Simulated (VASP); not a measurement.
## Lattice of Mg (Magnesium), functional by functional

Aim: relax Mg (Magnesium) at several levels of theory and compare the cells. The starting structure is a measured crystal structure from the Crystallography Open Database. The first relaxation on each setting starts from this cell expanded by 3 % in volume.

Main program and level: VASP 6.6.1; Kohn-Sham DFT with plane waves and PAW; PBEsol, LDA, PBE, PBEsol + D3(BJ), r2SCAN, r2SCAN + rVV10, rev-vdW-DF2 and SCAN.

### Step 1. Set-up

It takes space group P6_3/mmc (No. 194, hexagonal). The conventional cell has a = 3.209 Å, b = 3.209 Å, c = 5.210 Å, α = 90.00°, β = 90.00°, γ = 120.00°. Mg has 12 Mg at 3.20 to 3.21 Å nearest.

### Step 2. Relaxation with PBEsol

PBEsol restores the gradient expansion of exchange and is tuned for the cells of solids. This run starts from the cell of an earlier relaxation, which isn't shown; the restart sets up the plane waves anew.

The input, INCAR:

```
SYSTEM = Mg
PREC = Accurate
ENCUT = 450
EDIFF = 1E-06
NELM = 100
ISMEAR = 1
SIGMA = 0.15
LREAL = .FALSE.
ALGO = Normal
GGA = PS
NBANDS = 8
LORBIT = 11
LWAVE = .FALSE.
LCHARG = .FALSE.
KPAR = 4
IBRION = 2
NSW = 50
ISIF = 3
EDIFFG = -0.004
```

The input, POSCAR:

```
Mg
1.0
    3.1784974032      0.0000000000      0.0000000000
   -1.5892487016      2.7526594970      0.0000000000
    0.0000000000      0.0000000000      5.1434592591
Mg
2
Direct
    0.6666666667      0.3333333333      0.7500000000
    0.3333333333      0.6666666667      0.2500000000
```

The input, KPOINTS:

```
Automatic mesh
0
Gamma
16 16 10
0 0 0
```

PAW data sets: Mg (PBE family, release 64).

Run with:

```sh
mpirun -np 4 vasp_std
```

Output:

```text
[banner, memory and clock lines left out]
running    4 mpi-ranks, on    1 nodes
 distrk:  each k-point on    1 cores,    4 groups
 distr:  one band on    1 cores,    1 groups

 POSCAR found type information on POSCAR Mg
 POSCAR found :  1 types and       2 ions
|                                                                             |
|               ----> ADVICE to this user running VASP <----                  |
|                                                                             |
|     You enforced a specific xc type in the INCAR file but a different       |
|     [... a line on the potential file left out ...]
|     I HOPE YOU KNOW WHAT YOU ARE DOING!                                     |
|                                                                             |

 LDA part: xc-table for (Slater+PW92), standard interpolation
 POSCAR, INCAR and KPOINTS ok, starting setup
 FFT: planning ... GRIDC
 FFT: planning ... GRID_SOFT
 FFT: planning ... GRID
 WAVECAR not read
 entering main loop
       N       E                     dE             d eps       ncg     rms          rms(c)
DAV:   1    -0.140326061086E+01   -0.14033E+01   -0.12334E+03  2880   0.320E+02
DAV:   2    -0.344943131769E+01   -0.20462E+01   -0.19630E+01  3992   0.197E+01
DAV:   3    -0.346066810414E+01   -0.11237E-01   -0.11223E-01  3792   0.192E+00
DAV:   4    -0.346069600840E+01   -0.27904E-04   -0.27904E-04  4136   0.821E-02
DAV:   5    -0.346069607024E+01   -0.61846E-07   -0.62163E-07  3920   0.291E-03    0.961E-01
DAV:   6    -0.345018860438E+01    0.10507E-01   -0.56151E-04  3424   0.166E-01    0.612E-01
DAV:   7    -0.344066935425E+01    0.95193E-02   -0.23396E-03  3176   0.302E-01    0.312E-02
DAV:   8    -0.344067424464E+01   -0.48904E-05   -0.16186E-05  4488   0.266E-02    0.631E-03
DAV:   9    -0.344067391636E+01    0.32828E-06   -0.91501E-07  3192   0.454E-03
   1 F= -.34406739E+01 E0= -.34404304E+01  d E =-.344067E+01
 curvature:   0.00 expect dE= 0.000E+00 dE for cont linesearch  0.000E+00
 trial: gam= 0.00000 g(F)=  0.322E-51 g(S)=  0.360E-06 ort = 0.000E+00 (trialstep = 0.100E+01)
 search vector abs. value=  0.360E-06
 reached required accuracy - stopping structural energy minimisation
```

Run time: 15 s. Hardware: 4 MPI ranks of AMD EPYC 7R43, shared host; peak memory 0.61 GiB; 55 s of CPU time.

Lines that name or quote the potential files are left out of all logs, and their timing lines are given in words.

From OUTCAR (step 2):

```text
ion  position               nearest neighbor table
   1  0.667  0.333  0.750-   2 3.16   2 3.16   2 3.16   2 3.16   2 3.16   2 3.16
   2  0.333  0.667  0.250-   1 3.16   1 3.16   1 3.16   1 3.16   1 3.16   1 3.16

  LATTYP: Found a hexagonal cell.
 ALAT       =     3.1784974032
 C/A-ratio  =     1.6182046441

 Subroutine GETGRP returns: Found 24 space group operations
 (whereof 12 operations were pure point group operations)

The static configuration has the point symmetry D_3d.
 The point group associated with its full space group is D_6h.

 Found    180 irreducible k-points:

   k-points           NKPTS =    180   k-points in BZ     NKDIM =    180   number of bands    NBANDS=      8

   dimension x,y,z NGX =    24 NGY =   24 NGZ =   36
   dimension x,y,z NGXF=    48 NGYF=   48 NGZF=   72

   ENCUT  =  450.0 eV  33.07 Ry    5.75 a.u.   5.50  5.50  8.90*2*pi/ulx,y,z

   NELECT =       4.0000    total number of electrons

 k-points in reciprocal lattice and weights: Automatic mesh
   0.00000000  0.00000000  0.00000000       0.000
   0.06250000  0.00000000  0.00000000       0.002
   0.12500000  0.00000000  0.00000000       0.002
   0.18750000  0.00000000  0.00000000       0.002
   0.25000000  0.00000000  0.00000000       0.002
   0.31250000  0.00000000  0.00000000       0.002
   0.37500000  0.00000000  0.00000000       0.002
   0.43750000 -0.00000000  0.00000000       0.002
   0.50000000  0.00000000  0.00000000       0.001
[...]
0.37500000  0.25000000  0.50000000       0.002
   0.31250000  0.31250000  0.50000000       0.002

 average (electrostatic) potential at core
       1 -38.7928       2 -38.7928

 E-fermi :   2.7184

 k-point     1 :       0.0000    0.0000    0.0000
  band No.  band energies     occupation
      1      -4.3190      2.00000
      2       0.9955      2.00000
      3       1.4909      2.00000
      4      13.7042      0.00000
      5      13.7042      0.00000
      6      13.8545      0.00000
      7      13.8545      0.00000
      8      14.6490      0.00000

 k-point     2 :       0.0625    0.0000    0.0000
  band No.  band energies     occupation
      1      -4.2412      2.00000
      2       1.0663      2.00000
      3       1.5664      2.00000
      4      12.0732      0.00000
      5      12.8081      0.00000
      6      13.6072      0.00000
      7      14.8582      0.00000
      8      15.4005      0.00000

 k-point     3 :       0.1250    0.0000    0.0000
  band No.  band energies     occupation
      1      -4.0083      2.00000
      2       1.2788      2.00000
      3       1.7911      2.00000
      4      10.1394      0.00000
      5      11.9665      0.00000
      6      12.7233      0.00000
      7      14.9031      0.00000
      8      15.3807      0.00000

  Total       -0.0018367     -0.0018367     -0.0028561      0.0000000     -0.0000000     -0.0000000
  in kB       -0.0653923     -0.0653923     -0.1016837      0.0000000     -0.0000000     -0.0000000
  external PRESSURE =      -0.0774894 kB  Pullay stress =       0.0000000 kB

  energy-cutoff  :      450.00
  volume of cell :       45.00
      direct lattice vectors                 reciprocal lattice vectors
     3.178497403  0.000000000  0.000000000     0.314614069  0.181642517  0.000000000
    -1.589248702  2.752659497  0.000000000     0.000000000  0.363285034  0.000000000
     0.000000000  0.000000000  5.143459259     0.000000000  0.000000000  0.194421682

 POSITION                                       TOTAL-FORCE (eV/Angst)
 -----------------------------------------------------------------------------------
      1.58925      0.91755      3.85759        -0.000000     -0.000000      0.000000
     -0.00000      1.83511      1.28586         0.000000      0.000000      0.000000
 -----------------------------------------------------------------------------------
    total drift:                                0.000000     -0.000000      0.000000

  FREE ENERGIE OF THE ION-ELECTRON SYSTEM (eV)
  ---------------------------------------------------
  free  energy   TOTEN  =        -3.4406739164 eV

  energy  without entropy=       -3.4399433508  energy(sigma->0) =       -3.44043039

 reached required accuracy - stopping structural energy minimisation

 total charge
# of ion       s       p       d       tot
------------------------------------------
    1        0.209   0.130   0.012   0.351
    2        0.209   0.130   0.012   0.351
--------------------------------------------------
tot          0.418   0.260   0.024   0.702

[... 3 further parts left out ...]
```

The PAW data sets were made with PBE, which is usual practice but a small mismatch for other functionals. The run keeps the 24 symmetry operations of its start, so it cannot find a distortion of lower symmetry.

With PBEsol the relaxed cell holds 22.501 Å³ an atom, -3.17 % against the measured cell, with a = 3.178 Å and c = 5.143 Å.

### Step 3. Relaxation with LDA

LDA, the lowest rung, knows the local density alone. This run starts from the cell of an earlier relaxation, which isn't shown; the restart sets up the plane waves anew.

Edit INCAR of step 2 so:

```diff
@@ -9,3 +9,3 @@
 ALGO = Normal
-GGA = PS
+GGA = CA
 NBANDS = 8
```

The input, POSCAR:

```
Mg
1.0
    3.1282355174      0.0000000000      0.0000000000
   -1.5641177587      2.7091314271      0.0000000000
    0.0000000000      0.0000000000      5.0600463262
Mg
2
Direct
    0.6666666667      0.3333333333      0.7500000000
    0.3333333333      0.6666666667      0.2500000000
```

KPOINTS is that of step 2.

The projector-augmented-wave data sets are Mg (LDA family, release 64).

Run with:

```sh
mpirun -np 4 vasp_std
```

Output:

```text
[banner, memory and clock lines left out]
running    4 mpi-ranks, on    1 nodes
[...]
LDA part: xc-table for (Slater(with rela. corr.)+CA(PZ))
 , standard interpolation
 POSCAR, INCAR and KPOINTS ok, starting setup
[...]
entering main loop
       N       E                     dE             d eps       ncg     rms          rms(c)
DAV:   1    -0.154294913881E+01   -0.15429E+01   -0.12206E+03  2880   0.317E+02
DAV:   2    -0.362333467877E+01   -0.20804E+01   -0.20169E+01  3904   0.201E+01
DAV:   3    -0.363505507831E+01   -0.11720E-01   -0.11297E-01  3864   0.191E+00
DAV:   4    -0.363508929421E+01   -0.34216E-04   -0.34110E-04  4144   0.777E-02
[...]
DAV:   8    -0.361408551851E+01    0.84452E-05   -0.14974E-05  4712   0.222E-02    0.659E-03
DAV:   9    -0.361408450883E+01    0.10097E-05   -0.69691E-07  2936   0.437E-03    0.593E-04
DAV:  10    -0.361408449213E+01    0.16705E-07   -0.51059E-09  2056   0.439E-04
   1 F= -.36140845E+01 E0= -.36138705E+01  d E =-.361408E+01
[...]
reached required accuracy - stopping structural energy minimisation
```

Wall time 14 s (4 MPI ranks); peak memory 0.53 GiB.

Parts of OUTCAR (step 3):

```text
  Total        0.0024696      0.0024696      0.0031428      0.0000000     -0.0000000      0.0000000
  in kB        0.0922691      0.0922691      0.1174209      0.0000000     -0.0000000      0.0000000
  external PRESSURE =       0.1006530 kB  Pullay stress =       0.0000000 kB

 POSITION                                       TOTAL-FORCE (eV/Angst)
 -----------------------------------------------------------------------------------
      1.56412      0.90304      3.79503        -0.000000      0.000000      0.000000
     -0.00000      1.80609      1.26501         0.000000     -0.000000      0.000000
 -----------------------------------------------------------------------------------
    total drift:                                0.000000     -0.000000      0.000000

  FREE ENERGIE OF THE ION-ELECTRON SYSTEM (eV)
  ---------------------------------------------------
  free  energy   TOTEN  =        -3.6140844921 eV

  energy  without entropy=       -3.6134424447  energy(sigma->0) =       -3.61387048

[... 2 parts as in an earlier step ...]

[... 2 further parts left out ...]
[key lines of the parts left out:]
E-fermi :   2.8530
```

With LDA the relaxed cell holds 21.441 Å³ an atom, -7.73 % against the measured cell, with a = 3.128 Å and c = 5.060 Å. That is -4.71 % from PBEsol.

### Step 4. Relaxation with PBE

PBE, the usual starting point, adds the gradient of the density. This run starts from the cell of an earlier relaxation, which isn't shown; the restart sets up the plane waves anew.

Edit INCAR of step 3 so:

```diff
@@ -9,3 +9,3 @@
 ALGO = Normal
-GGA = CA
+GGA = PE
 NBANDS = 8
```

The input, POSCAR:

```
Mg
1.0
    3.1963953644      0.0000000000      0.0000000000
   -1.5981976822      2.7681595861      0.0000000000
    0.0000000000      0.0000000000      5.1725768456
Mg
2
Direct
    0.6666666667      0.3333333333      0.7500000000
    0.3333333333      0.6666666667      0.2500000000
```

KPOINTS is that of step 3.

Potentials, in the order of the species: Mg (PBE family, release 64).

Run with:

```sh
mpirun -np 4 vasp_std
```

Output:

```text
[banner, memory and clock lines left out]
running    4 mpi-ranks, on    1 nodes
[...]
LDA part: xc-table for (Slater+PW92), standard interpolation
 POSCAR, INCAR and KPOINTS ok, starting setup
[...]
entering main loop
       N       E                     dE             d eps       ncg     rms          rms(c)
DAV:   1    -0.100129941937E+01   -0.10013E+01   -0.11836E+03  2880   0.312E+02
DAV:   2    -0.300848934599E+01   -0.20072E+01   -0.19381E+01  3904   0.197E+01
DAV:   3    -0.301967773861E+01   -0.11188E-01   -0.11183E-01  3976   0.191E+00
DAV:   4    -0.301971124387E+01   -0.33505E-04   -0.33505E-04  4032   0.850E-02
[...]
DAV:   8    -0.300620004448E+01   -0.12478E-04   -0.15397E-05  4592   0.256E-02    0.757E-03
DAV:   9    -0.300619877432E+01    0.12702E-05   -0.12212E-06  3224   0.580E-03    0.618E-04
DAV:  10    -0.300619854832E+01    0.22600E-06   -0.46721E-09  2032   0.466E-04
   1 F= -.30061985E+01 E0= -.30059248E+01  d E =-.300620E+01
[...]
reached required accuracy - stopping structural energy minimisation
```

Wall time 14 s (4 MPI ranks); peak memory 0.57 GiB; 55 s of CPU time.

Parts of OUTCAR (step 4):

```text
  Total       -0.0016938     -0.0016938     -0.0023637     -0.0000000     -0.0000000      0.0000000
  in kB       -0.0592927     -0.0592927     -0.0827445     -0.0000000     -0.0000000      0.0000000
  external PRESSURE =      -0.0671100 kB  Pullay stress =       0.0000000 kB

 POSITION                                       TOTAL-FORCE (eV/Angst)
 -----------------------------------------------------------------------------------
      1.59820      0.92272      3.87943         0.000000     -0.000000      0.000000
     -0.00000      1.84544      1.29314        -0.000000      0.000000      0.000000
 -----------------------------------------------------------------------------------
    total drift:                                0.000000     -0.000000      0.000000

  FREE ENERGIE OF THE ION-ELECTRON SYSTEM (eV)
  ---------------------------------------------------
  free  energy   TOTEN  =        -3.0061985483 eV

  energy  without entropy=       -3.0053772198  energy(sigma->0) =       -3.00592477

[... 2 parts as in an earlier step ...]

[... 2 further parts left out ...]
[key lines of the parts left out:]
E-fermi :   2.6723
```

With PBE the relaxed cell holds 22.884 Å³ an atom, -1.52 % against the measured cell, with a = 3.196 Å and c = 5.173 Å. That is +1.70 % from PBEsol.

### Step 5. Relaxation with PBEsol + D3(BJ)

D3 with Becke-Johnson damping keeps a finite attraction at short range. This run starts from the cell of an earlier relaxation, which isn't shown; the restart sets up the plane waves anew.

Edit INCAR of step 4 so:

```diff
@@ -9,3 +9,4 @@
 ALGO = Normal
-GGA = PE
+GGA = PS
+IVDW = 12
 NBANDS = 8
```

The input, POSCAR:

```
Mg
1.0
    3.1233609722      0.0000000000      0.0000000000
   -1.5616804861      2.7049099471      0.0000000000
    0.0000000000      0.0000000000      5.0512411204
Mg
2
Direct
    0.6666666667      0.3333333333      0.7500000000
    0.3333333333      0.6666666667      0.2500000000
```

KPOINTS is that of step 4.

Run with:

```sh
mpirun -np 4 vasp_std
```

Output:

```text
[banner, memory and clock lines left out]
running    4 mpi-ranks, on    1 nodes
[...]
[... a notice as in an earlier step ...]

 LDA part: xc-table for (Slater+PW92), standard interpolation
 POSCAR, INCAR and KPOINTS ok, starting setup
[...]
entering main loop
       N       E                     dE             d eps       ncg     rms          rms(c)
DAV:   1    -0.128291261688E+01   -0.12829E+01   -0.11978E+03  2880   0.316E+02
DAV:   2    -0.343395688010E+01   -0.21510E+01   -0.20862E+01  4024   0.205E+01
DAV:   3    -0.344550653800E+01   -0.11550E-01   -0.11530E-01  3904   0.195E+00
DAV:   4    -0.344553358657E+01   -0.27049E-04   -0.27049E-04  4096   0.771E-02
DAV:   5    -0.344553364059E+01   -0.54018E-07   -0.53862E-07  3888   0.253E-03    0.953E-01
DAV:   6    -0.343470315418E+01    0.10830E-01   -0.43260E-04  3416   0.149E-01    0.606E-01
DAV:   7    -0.342521266810E+01    0.94905E-02   -0.18129E-03  3144   0.270E-01    0.300E-02
DAV:   8    -0.342521435384E+01   -0.16857E-05   -0.15193E-05  4432   0.255E-02    0.621E-03
DAV:   9    -0.342521412104E+01    0.23281E-06   -0.91714E-07  3224   0.474E-03
   1 F= -.39895528E+01 E0= -.39893930E+01  d E =-.398955E+01
[...]
reached required accuracy - stopping structural energy minimisation
```

The job ended after 17 s (4 MPI ranks; peak memory 0.63 GiB; 64 s of CPU time).

OUTCAR, selected parts (step 5):

```text
 Edisp (eV)   -0.56434

  Total       0.00339     0.00339     0.00406     0.00000     0.00000     0.00000
  in kB       0.12710     0.12710     0.15238     0.00000     0.00000     0.00000
  external pressure =        0.14 kB  Pullay stress =        0.00 kB

 POSITION                                       TOTAL-FORCE (eV/Angst)
 -----------------------------------------------------------------------------------
      1.56168      0.90164      3.78843        -0.000000      0.000000      0.000000
     -0.00000      1.80327      1.26281         0.000000     -0.000000      0.000000
 -----------------------------------------------------------------------------------
    total drift:                                0.000000     -0.000000      0.000000

  FREE ENERGIE OF THE ION-ELECTRON SYSTEM (eV)
  ---------------------------------------------------
  free  energy   TOTEN  =        -3.9895528105 eV

  energy  without entropy=       -3.9890732315  energy(sigma->0) =       -3.98939295

[... 2 parts as in an earlier step ...]

[... 2 further parts left out ...]
[key lines of the parts left out:]
E-fermi :   3.0020
```

With PBEsol + D3(BJ) the relaxed cell holds 21.337 Å³ an atom, -8.18 % against the measured cell, with a = 3.123 Å and c = 5.051 Å. That is -5.17 % from PBEsol.

### Step 6. Relaxation with r2SCAN

r2SCAN adds the kinetic-energy density, costs more than a GGA and is run with LASPH. This run starts from the cell of an earlier relaxation, which isn't shown; the restart sets up the plane waves anew.

Edit INCAR of step 5 so:

```diff
@@ -9,4 +9,4 @@
 ALGO = Normal
-GGA = PS
-IVDW = 12
+METAGGA = R2SCAN
+LASPH = .TRUE.
 NBANDS = 8
```

The input, POSCAR:

```
Mg
1.0
    3.1776102727      0.0000000000      0.0000000000
   -1.5888051364      2.7518912195      0.0000000000
    0.0000000000      0.0000000000      5.1279941887
Mg
2
Direct
    0.6666666667      0.3333333333      0.7500000000
    0.3333333333      0.6666666667      0.2500000000
```

KPOINTS is that of step 5.

Run with:

```sh
mpirun -np 4 vasp_std
```

Output:

```text
[banner, memory and clock lines left out]
running    4 mpi-ranks, on    1 nodes
[...]
[... a notice as in an earlier step ...]

 LDA part: xc-table for (None), standard interpolation
 POSCAR, INCAR and KPOINTS ok, starting setup
[...]
entering main loop
       N       E                     dE             d eps       ncg     rms          rms(c)
DAV:   1    -0.612360064995E+01   -0.61236E+01   -0.12706E+03  2880   0.330E+02
DAV:   2    -0.831209716961E+01   -0.21885E+01   -0.21084E+01  3984   0.206E+01
DAV:   3    -0.832510397001E+01   -0.13007E-01   -0.12956E-01  3856   0.214E+00
DAV:   4    -0.832515284731E+01   -0.48877E-04   -0.48871E-04  4224   0.106E-01
[...]
DAV:   8    -0.828872005809E+01   -0.26426E-03   -0.26725E-04  3952   0.151E-01    0.208E-02
DAV:   9    -0.828870833054E+01    0.11728E-04   -0.12788E-05  3480   0.209E-02    0.168E-03
DAV:  10    -0.828870895504E+01   -0.62450E-06   -0.18838E-07  2800   0.282E-03
   1 F= -.82887090E+01 E0= -.82886409E+01  d E =-.828871E+01
[...]
reached required accuracy - stopping structural energy minimisation
```

Run time: 62 s. Hardware: 4 MPI ranks; peak memory 0.6 GiB; 4.1 min of CPU time.

Parts of OUTCAR (step 6):

```text
  Total        0.0057382      0.0057382      0.0057033     -0.0000000     -0.0000000      0.0000000
  in kB        0.2050264      0.2050264      0.2037773     -0.0000000     -0.0000000      0.0000000
  external PRESSURE =       0.2046100 kB  Pullay stress =       0.0000000 kB

 POSITION                                       TOTAL-FORCE (eV/Angst)
 -----------------------------------------------------------------------------------
      1.58881      0.91730      3.84600         0.000000      0.000000      0.000000
     -0.00000      1.83459      1.28200        -0.000000     -0.000000      0.000000
 -----------------------------------------------------------------------------------
    total drift:                               -0.000000      0.000000     -0.000000

  FREE ENERGIE OF THE ION-ELECTRON SYSTEM (eV)
  ---------------------------------------------------
  free  energy   TOTEN  =        -8.2887089550 eV

  energy  without entropy=       -8.2885048087  energy(sigma->0) =       -8.28864091

[... 2 parts as in an earlier step ...]

[... 2 further parts left out ...]
[key lines of the parts left out:]
E-fermi :   2.7883
```

With r2SCAN the relaxed cell holds 22.421 Å³ an atom, -3.51 % against the measured cell, with a = 3.178 Å and c = 5.128 Å. That is -0.36 % from PBEsol.

(Part 1 of 2 ends here.)

[Lines on the potential files, build, host, timing and source positions are cut from VASP's logs without a mark.]

[Logs are printed without paths, hosts, clocks, repeated set-up lines and the standing remarks that a program may print on its own settings, such as how far it seeks lower states.]

[Hosts, paths, dates, database ids (printed as entryN), source tags and the programs' standing remarks are cut or masked in the printed files.]
